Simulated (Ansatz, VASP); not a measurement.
# Cross-check of Co between VASP and Ansatz

Aim: how closely do two programs agree when they are given the same cell, functional and k mesh? The cell is taken from a series of runs on this material, whose earlier steps may have relaxed, scaled, displaced or heated it; both programs get it as it stands.

Main program and level: Ansatz 0.2.0; plane waves, with VASP 6.6.1 beside it; PBEsol.

## (1) Starting point

It takes space group P6_3/mmc (No. 194, hexagonal). The conventional cell has a = 2.471 Å, b = 2.471 Å, c = 8.088 Å, α = 90.00°, β = 90.00°, γ = 120.00°. Nearest to Co lie 12 Co at 2.47 Å. Co has 12 Co at 2.47 Å nearest.

## (2) Ansatz: single point, PBEsol, pair 1

Ansatz runs on its default PAW (the set named soft_2) files.

A single point takes one fixed geometry, so differences don't come from the geometry; what else differs is listed under the comparison.

Contents of input.yaml:

```yaml
crystal:
  lattice:
    - [2.4705617809, 0.0, 0.0]
    - [-1.2352808905, 2.1395692639, 0.0]
    - [0.0, 0.0, 8.0882338]
  atoms:
    - { symbol: Co, position: [0.0, 0.0, 0.0], spin: 1.72 }
    - { symbol: Co, position: [0.33333333, 0.66666667, 0.25], spin: 1.73 }
    - { symbol: Co, position: [0.0, 0.0, 0.5], spin: 1.72 }
    - { symbol: Co, position: [0.66666667, 0.33333333, 0.75], spin: 1.73 }
magnetization:
  spin_polarized: true
kpoints:
  mp_grid: { grid: [18, 18, 5] }
hamiltonian:
  xc: pbesol
scf:
  occupations: { method: fermi_dirac, width: 0.05 }
  max_iter: 120
  convergence: { dr2_threshold: 1.0e-08 }
basis:
  ecutwfc: 420.0
checkpoint:
  read: start
  write: ck
  compress: false
  write_wavefunctions: false
  write_every: 100000
```

Started as:

```sh
$ ansatz run input.yaml --threads 2 --pin off --max-ram 5120MiB --backend cpu --events-out ev --progress --plain --runs-dir out
```

Numbers of over 12 decimals in the logs are rounded to 6 here.

Log:

```text
Warning: checkpoint.read: spin seed differs: saved <digest>, current <digest>; the loaded state replaces the seed-built initial guess (but the starting_ns of a DFT+U solve that opens without the state's occupation matrices), so the run may converge into the producing seed's basin, or, where the symmetry group that follows from this deck's starting moments and starting_ns does not hold the saved magnetisation, lose th [...]
Engine: ansatz 0.2.0, aarch64-unknown-linux-gnu
Pseudopotentials: kind: paw
Pseudopotential: Co, paw, valence charge 17, recommended cutoff 420 eV (normal), Co.paw.azcp
Functional definition: PBEsol
  exchange = pbesol_x
  correlation = pbesol_c
Crystal: 4 atoms, lattice volume = 42.754 Å³
Basis set: ecut = 420 eV, 813 PW (Γ)
Bands: 45, of which v1, the nominal top of the filled ones, is band 34 counted from 1 (33 counted from 0)
Symmetry: 24 space group operations
Space group: P63/mmc (ITA 194), of the structure as read, at distance tolerance 3.5e-5 Å
Magnetic group: BNS 194.263 (UNI 1493), of the structure as read, at distance tolerance 3.5e-5 Å
k-points: 111 of 1620
Non-local potential: Co, projectors of the file, l = 0: 3, l = 1: 2, l = 2: 3, l = 3: 1
PAW form: soft (Blöchl's): semilocal exchange-correlation on the pseudo side does not see the compensation charge
PAW frozen core: Co, regenerated for the run's functional, and the local potential with it (the file was generated under x = pbe(κ = 0.804, μ = 0.219515), c = pbe(β = 0.066725))
PAW one-centre angular grid: Co, 590 points (default); XC on 64 Gauss nodes
Initial density: read from a saved state, or passed on in memory by an earlier SCF of this step, an earlier step, the calling program or the single point that the run made first
Stability of the state it starts from, as read at its close in the collinear treatment: not read negative (Ritz values of 1 − χ₀K, real part plus size of imaginary part, from 0.78 to 1.0, by its mixing steps under the symmetry group of the SCF that read it); its run was given moments
Starting moments: Σ|m| = 6.9 μB on 4 of 4 sites; this step starts from the density that it was given
Initial wavefunctions: pseudopotential atomic-orbital guess
Functional: x = pbesol(κ = 0.804, μ = 0.123457), c = pbesol(β = 0.046)
iter 1 solved again at ethr=3.78e-7 eV; its pass at ethr=3.10e-3 eV (dr2=2.57e-4 eV) is discarded
SCF iter   1: F=—  HF=-20371.929634 eV  |F-HF|=—  |Δ(HF+E_count)|=         —  Δρ=5.62e-3 (↑5.62e-3 ↓5.35e-3)  dr2=2.50e-4  dr2_m=1.16e-2  M=6.509 μB ∫|m|=7.075 μB  β_m=0.30  ethr=3.78e-7  ⟨swp⟩=3.0  Hψ=59767  notcnv=0
preconditioner: auto → Kerker (q_TF=auto, 2.948 Å⁻¹)  [metal: Δε(μ)=0.000 eV  Ē_g=8.883 eV  σ=0.050 eV  W_gap=0.00  n_scr=12 (ndim 8)  ℏωp=34.1 eV  f_vac=0.000  D(μ)=3.37/eV (n_scr^D=50)]
spin=Collinear: Kerker preconditioning applied to the charge; magnetization (m = ρ↑ − ρ↓) channel mixes plain (no charge-response kernel on spin).
SCF iter   2: F=—  HF=-20371.930379 eV  |F-HF|=—  |Δ(HF+E_count)|=   7.45e-4  Δρ=4.30e-3 (↑4.30e-3 ↓4.27e-3)  dr2=2.04e-4  dr2_m=7.10e-3  M=6.500 μB ∫|m|=7.064 μB  β_m=0.65  ethr=3.68e-7  ⟨swp⟩=1.0  Hψ=10032  notcnv=0
SCF iter   3: F=—  HF=-20371.934116 eV  |F-HF|=—  |Δ(HF+E_count)|=   3.74e-3  Δρ=1.05e-2 (↑3.27e-3 ↓1.05e-2)  dr2=6.88e-2  dr2_m=5.39e-3  M=6.472 μB ∫|m|=7.028 μB  β_m=0.32  ethr=3.01e-7  ⟨swp⟩=2.1  Hψ=19559  notcnv=0  recentre
SCF iter   4: F=—  HF=-20371.931511 eV  |F-HF|=—  |Δ(HF+E_count)|=   2.61e-3  Δρ=9.02e-4 (↑7.96e-4 ↓9.02e-4)  dr2=5.20e-5  dr2_m=2.62e-4  M=6.476 μB ∫|m|=7.033 μB  β_m=0.50  ethr=3.01e-7  ⟨swp⟩=2.0  Hψ=19195  notcnv=0
SCF iter   5: F=—  HF=-20371.931545 eV  |F-HF|=—  |Δ(HF+E_count)|=   3.48e-5  Δρ=1.84e-4 (↑1.48e-4 ↓1.84e-4)  dr2=1.62e-5  dr2_m=5.23e-6  M=6.470 μB ∫|m|=7.025 μB  β_m=0.66  ethr=7.65e-8  ⟨swp⟩=2.1  Hψ=12948  notcnv=0
SCF iter   6: F=—  HF=-20371.931548 eV  |F-HF|=—  |Δ(HF+E_count)|=   2.59e-6  Δρ=7.10e-5 (↑7.10e-5 ↓4.80e-5)  dr2=1.90e-6  dr2_m=5.40e-7  M=6.471 μB ∫|m|=7.024 μB  β_m=0.70  ethr=2.38e-8  ⟨swp⟩=1.5  Hψ=11583  notcnv=0
SCF iter   7: F=—  HF=-20371.931548 eV  |F-HF|=—  |Δ(HF+E_count)|=   4.69e-7  Δρ=4.04e-5 (↑1.77e-5 ↓4.04e-5)  dr2=6.27e-7  dr2_m=1.23e-7  M=6.471 μB ∫|m|=7.023 μB  β_m=0.68  ethr=2.80e-9  ⟨swp⟩=2.2  Hψ=15734  notcnv=0
SCF iter   8: F=—  HF=-20371.931547 eV  |F-HF|=—  |Δ(HF+E_count)|=   5.87e-8  Δρ=2.78e-5 (↑8.60e-6 ↓2.78e-5)  dr2=3.42e-7  dr2_m=5.81e-8  M=6.471 μB ∫|m|=7.023 μB  β_m=0.84  ethr=9.23e-10  ⟨swp⟩=1.9  Hψ=13112  notcnv=0
SCF iter   9: F=—  HF=-20371.931547 eV  |F-HF|=—  |Δ(HF+E_count)|=   3.54e-9  Δρ=4.70e-6 (↑1.68e-6 ↓4.70e-6)  dr2=1.09e-8  dr2_m=1.80e-9  M=6.471 μB ∫|m|=7.023 μB  β_m=0.92  ethr=5.03e-10  ⟨swp⟩=1.0  Hψ=10004  notcnv=0
SCF iter  10: F=-20371.931547 eV  HF=-20371.931547 eV  |F-HF|=1.49e-9  |Δ(HF+E_count)|=  4.73e-11  Δρ=1.44e-6 (↑9.26e-7 ↓1.44e-6)  dr2=1.35e-9  dr2_m=1.35e-10  M=6.471 μB ∫|m|=7.023 μB  ethr=1.47e-11  ⟨swp⟩=2.0  Hψ=18466  notcnv=0
SCF 1 converged in 10 iterations: F = -20371.931547 eV  dr2 = 1.35e-9
  greatest PAW one-centre occupation: 1.001 electrons in one spin orbital (limit 2), on the Co atom at site 0 (counted from 0), in its partial waves of l = 1
SCF converged after 10 iterations
Magnetization: 6.4707 μB (37.2353 up, 30.7647 down)
Absolute magnetization: 7.0249 μB (∫|ρ↑−ρ↓|, with the PAW one-centre terms)
Spin contamination: 0.0960 ħ² per cell (⟨S²⟩ above its minimum at these occupations)
Per-site moments (μB) at R_I (Å): [(1.672674, 1.019107), (1.690031, 1.019107), (1.672674, 1.019107), (1.690031, 1.019107)]
Free energy (F): -20371.931547 eV
Harris-Foulkes:  -20371.931547 eV  (|F-HF|=1.49e-9)
Internal energy: -20371.902930 eV  (E = F + TS)
E sigma→0 (E₀):  -20371.917239 eV
Entropy (-TS):   -0.028617 eV (-7.154 meV/atom)
Fermi energy:    18.917346 eV
--- Per-component energies (eV) ---
  E_band       = -960.267737
  E_kinetic    = 1816.190337
  E_local      = -11240.663033  (includes V_loc(G=0)·N_el)
  E_nonlocal   = 1822.053195
  E_hartree    = 4703.715475
  E_xc         = -631.436186
  E_vxc        = -818.623972  (∫ρ·V_xc dr)
  E_paw        = -5929.655446  (= ΣΔE_a)
  E_vpaw       = -1946.652042  (= ΣTr[D̂ρ^β])
  E_aug_tail   = 0.000253  (compensation charges beyond the density's cutoff)
  E_ewald      = -10912.861201
  E_core_change = 0.753677  (= ΣΔE_core)
  E_smearing   = -0.028617  (= −TS)
  E_closure    = -0.000000  (closes the sum)
  Σ components = -20371.931547   (vs F -20371.931547, Δ=0.00e0)
```

Reading the cycles: dr2 is the Hartree energy of the density residual (eV), the measure of convergence; HF is the Harris–Foulkes estimate of the energy, which meets the free energy F at convergence.

## (3) VASP: single point, PBEsol, pair 1

The same cell, functional, mesh and smearing now go to VASP, with its own data sets.

Lines of VASP's logs that name or quote its potential files are left out, and so is its time.

Contents of INCAR:

```
SYSTEM = Co
PREC = Accurate
ENCUT = 520
EDIFF = 1E-06
NELM = 200
ISMEAR = -1
SIGMA = 0.05
LREAL = .FALSE.
ALGO = Normal
GGA = PS
NBANDS = 30
ISPIN = 2
MAGMOM = 1.67 1.69 1.67 1.69
LASPH = .TRUE.
LMAXMIX = 4
LORBIT = 11
LWAVE = .FALSE.
LCHARG = .FALSE.
ISIF = 2
GGA_COMPAT = .FALSE.
KPAR = 2
```

Contents of POSCAR:

```
Co
1.0
    2.4705617809      0.0000000000      0.0000000000
   -1.2352808905      2.1395692639      0.0000000000
    0.0000000000      0.0000000000      8.0882338000
Co
4
Direct
    0.0000000000      0.0000000000      0.0000000000
    0.3333333333      0.6666666667      0.2500000000
    0.0000000000      0.0000000000      0.5000000000
    0.6666666667      0.3333333333      0.7500000000
```

Contents of KPOINTS:

```
Automatic mesh
0
Gamma
18 18 5
0 0 0
```

PAW data sets: Co (PBE family, release 64).

Started as:

```sh
$ mpirun -np 2 vasp_std
```

Log:

```text
[banner, memory and clock lines left out]
running    2 mpi-ranks, on    1 nodes
 distrk:  each k-point on    1 cores,    2 groups
 distr:  one band on    1 cores,    1 groups

 POSCAR found type information on POSCAR Co
 POSCAR found :  1 types and       4 ions
|                                                                             |
|               ----> ADVICE to this user running VASP <----                  |
|                                                                             |
|     You enforced a specific xc type in the INCAR file but a different       |
|     [... a line on the potential file left out ...]
|     I HOPE YOU KNOW WHAT YOU ARE DOING!                                     |
|                                                                             |

 LDA part: xc-table for (Slater+PW92), standard interpolation
 POSCAR, INCAR and KPOINTS ok, starting setup
 FFT: planning ... GRIDC
 FFT: planning ... GRID_SOFT
 FFT: planning ... GRID
 WAVECAR not read
 entering main loop
       N       E                     dE             d eps       ncg     rms          rms(c)
DAV:   1     0.236368371050E+03    0.23637E+03   -0.15153E+04 13568   0.159E+03
DAV:   2    -0.208419764713E+02   -0.25721E+03   -0.23961E+03 13326   0.309E+02
DAV:   3    -0.357183764336E+02   -0.14876E+02   -0.14031E+02 14880   0.101E+02
DAV:   4    -0.359855973045E+02   -0.26722E+00   -0.26682E+00 16370   0.132E+01
DAV:   5    -0.359960157758E+02   -0.10418E-01   -0.10418E-01 18414   0.205E+00    0.226E+01
DAV:   6    -0.318380186350E+02    0.41580E+01   -0.30284E+01 14846   0.814E+01    0.109E+01
DAV:   7    -0.319540931510E+02   -0.11607E+00   -0.77657E+00 15584   0.513E+01    0.166E+01
DAV:   8    -0.314411958294E+02    0.51290E+00   -0.66737E+00 15750   0.534E+01    0.113E+01
DAV:   9    -0.309245452116E+02    0.51665E+00   -0.14579E+00 18022   0.231E+01    0.258E+00
DAV:  10    -0.309008425678E+02    0.23703E-01   -0.14873E-01 15830   0.419E+00    0.105E+00
DAV:  11    -0.308992552634E+02    0.15873E-02   -0.10092E-02 17924   0.106E+00    0.540E-01
DAV:  12    -0.308992385524E+02    0.16711E-04   -0.33540E-03 21286   0.754E-01    0.155E-01
DAV:  13    -0.308993156630E+02   -0.77111E-04   -0.83033E-04 16424   0.266E-01    0.968E-02
DAV:  14    -0.308992883812E+02    0.27282E-04   -0.14019E-04 16548   0.248E-01    0.287E-02
DAV:  15    -0.308992916024E+02   -0.32212E-05   -0.20085E-05 19662   0.426E-02    0.294E-02
DAV:  16    -0.308992900005E+02    0.16019E-05   -0.93093E-06 14432   0.611E-02    0.640E-03
DAV:  17    -0.308992899266E+02    0.73916E-07   -0.92670E-07  7542   0.117E-02
   1 F= -.30899290E+02 E0= -.30884587E+02  d E =-.294053E-01  mag=     6.4399
```

Parts of OUTCAR (step 3):

```text
ion  position               nearest neighbor table
   1  0.000  0.000  0.000-   2 2.47   4 2.47   4 2.47   2 2.47   4 2.47   2 2.47
   2  0.333  0.667  0.250-   1 2.47   3 2.47   1 2.47   3 2.47   1 2.47   3 2.47
   3  0.000  0.000  0.500-   2 2.47   4 2.47   4 2.47   2 2.47   4 2.47   2 2.47
   4  0.667  0.333  0.750-   1 2.47   3 2.47   1 2.47   3 2.47   1 2.47   3 2.47

  LATTYP: Found a hexagonal cell.
 ALAT       =     2.4705617809
 C/A-ratio  =     3.2738439745

 Subroutine GETGRP returns: Found 24 space group operations
 (whereof 12 operations were pure point group operations)

The static configuration has the point symmetry D_3d.
 The point group associated with its full space group is D_6h.

 Found    111 irreducible k-points:

   k-points           NKPTS =    111   k-points in BZ     NKDIM =    111   number of bands    NBANDS=     30

   dimension x,y,z NGX =    18 NGY =   18 NGZ =   60
   dimension x,y,z NGXF=    36 NGYF=   36 NGZF=  120

   ENCUT  =  520.0 eV  38.22 Ry    6.18 a.u.   4.59  4.59 15.04*2*pi/ulx,y,z

   NELECT =      36.0000    total number of electrons

 k-points in reciprocal lattice and weights: Automatic mesh
   0.00000000  0.00000000  0.00000000       0.001
   0.05555556  0.00000000  0.00000000       0.004
   0.11111111  0.00000000  0.00000000       0.004
   0.16666667  0.00000000  0.00000000       0.004
   0.22222222  0.00000000  0.00000000       0.004
   0.27777778  0.00000000  0.00000000       0.004
   0.33333333  0.00000000  0.00000000       0.004
   0.38888889  0.00000000  0.00000000       0.004
   0.44444444  0.00000000  0.00000000       0.004
[...]
0.33333333  0.27777778  0.40000000       0.015
   0.33333333  0.33333333  0.40000000       0.002

 average (electrostatic) potential at core
       1 -77.9695       2 -77.9863       3 -77.9695       4 -77.9863

 E-fermi :  10.3487

 spin component 1
 k-point     1 :       0.0000    0.0000    0.0000
  band No.  band energies     occupation
    ...
     20       9.1916      1.00000
     21       9.1916      1.00000
     22       9.5873      1.00000
     23       9.5873      1.00000
     24       9.9938      0.99917
     25      16.5784      0.00000
     26      25.1123      0.00000
     27      25.1160      0.00000
     28      32.2585      0.00000
     29      32.8509      0.00000
    ...

 k-point     2 :       0.0556    0.0000    0.0000
  band No.  band energies     occupation
    ...
     19       8.9279      1.00000
     20       9.0413      1.00000
     21       9.1858      1.00000
     22       9.2306      1.00000
     23       9.5940      1.00000
     24      10.7145      0.00066
     25      16.5954      0.00000
     26      25.1906      0.00000
     27      25.1933      0.00000
     28      31.6187      0.00000
    ...

 k-point     3 :       0.1111    0.0000    0.0000
  band No.  band energies     occupation
    ...
     19       8.9301      1.00000
     20       9.1718      1.00000
     21       9.1806      1.00000
     22       9.3466      1.00000
     23       9.6124      1.00000
     24      11.7069      0.00000
     25      16.6510      0.00000
     26      25.4207      0.00000
     27      25.4210      0.00000
     28      29.4459      0.00000
    ...

 k-point     4 :       0.1667    0.0000    0.0000
  band No.  band energies     occupation
    ...
     19       8.9590      1.00000
     20       9.1607      1.00000
     21       9.4223      1.00000
     22       9.5287      1.00000
     23       9.6383      1.00000
     24      12.7998      0.00000
     25      16.7586      0.00000
     26      25.7612      0.00000
     27      25.7700      0.00000
     28      26.8974      0.00000
    ...

 k-point     5 :       0.2222    0.0000    0.0000
  band No.  band energies     occupation
    ...
     19       9.0060      1.00000
     20       9.1755      1.00000
     21       9.6664      1.00000
     22       9.6829      1.00000
     23       9.7576      0.99999
     24      13.9783      0.00000
     25      16.9318      0.00000
     26      24.2604      0.00000
     27      25.8355      0.00000
     28      26.2970      0.00000
    ...

 k-point     6 :       0.2778    0.0000    0.0000
  band No.  band energies     occupation
    ...
     19       9.1122      1.00000
     20       9.2514      1.00000
     21       9.6935      1.00000
     22       9.9552      0.99962
     23      10.0273      0.99839
     24      15.2295      0.00000
     25      17.1510      0.00000
     26      21.9046      0.00000
     27      23.9368      0.00000
     28      24.1262      0.00000
    ...

  Total       -1.6481038     -1.6481038     -2.3918911      0.0000000      0.0000000     -0.0000000
  in kB      -61.7617188    -61.7617188    -89.6347109      0.0000000      0.0000000     -0.0000000
  external PRESSURE =     -71.0527162 kB  Pullay stress =       0.0000000 kB

  energy-cutoff  :      520.00
  volume of cell :       42.75
      direct lattice vectors                 reciprocal lattice vectors
     2.470561781  0.000000000  0.000000000     0.404766239  0.233691897  0.000000000
    -1.235280890  2.139569264  0.000000000     0.000000000  0.467383794  0.000000000
     0.000000000  0.000000000  8.088233800     0.000000000  0.000000000  0.123636386

 POSITION                                       TOTAL-FORCE (eV/Angst)
 -----------------------------------------------------------------------------------
      0.00000      0.00000      0.00000        -0.000000      0.000000     -0.000000
     -0.00000      1.42638      2.02206         0.000000      0.000000     -0.000000
      0.00000      0.00000      4.04412        -0.000000      0.000000     -0.000000
      1.23528      0.71319      6.06618         0.000000     -0.000000      0.000000
 -----------------------------------------------------------------------------------
    total drift:                                0.000000     -0.000000      0.000000

  FREE ENERGIE OF THE ION-ELECTRON SYSTEM (eV)
  ---------------------------------------------------
  free  energy   TOTEN  =       -30.8992899266 eV

  energy  without entropy=      -30.8698846672  energy(sigma->0) =      -30.88458730

 total charge
# of ion       s       p       d       tot
------------------------------------------
    1        0.497   0.537   7.268   8.302
    2        0.496   0.540   7.261   8.298
    3        0.497   0.537   7.268   8.302
    4        0.496   0.540   7.261   8.298
--------------------------------------------------
tot          1.985   2.156  29.059  33.199

 magnetization (x)
# of ion       s       p       d       tot
------------------------------------------
    1       -0.014  -0.047   1.674   1.613
    2       -0.014  -0.049   1.692   1.629
    3       -0.014  -0.047   1.674   1.613
    4       -0.014  -0.049   1.692   1.629
--------------------------------------------------
tot         -0.055  -0.193   6.732   6.484

[... 6 further parts left out ...]
```

The run ends at a pressure of -7.11 GPa.

## (4) Side by side

Known differences besides the potentials themselves: VASP starts from the moments at which Ansatz ended; the data sets hold 68 valence electrons in Ansatz (on its default PAW (the set named soft_2) files) and 36 in VASP; the cutoff is 420 eV in Ansatz and 520 eV in VASP; Ansatz makes its cores anew for this functional, VASP keeps those of its PBE data sets; site moments are counted in spheres of each program's own size. Total energies have different zeros and are not compared.

Both answers:

```csv
quantity,Ansatz,VASP,difference
total moment (μB),6.47,6.44,+0.03
moment on Co2 (μB),1.69,1.63,+0.06
moment on Co4 (μB),1.69,1.63,+0.06
moment on Co1 (μB),1.67,1.61,+0.06
moment on Co3 (μB),1.67,1.61,+0.06
```

[end of part 1 of 2]

[Lines on the potential files, build, host, timing and source positions are cut from VASP's logs without a mark.]

[Logs are printed without paths, hosts, clocks, repeated set-up lines and the standing remarks that a program may print on its own settings, such as how far it seeks lower states.]

[Hosts, paths, dates, database ids (printed as entryN), source tags and the programs' standing remarks are cut or masked in the printed files.]
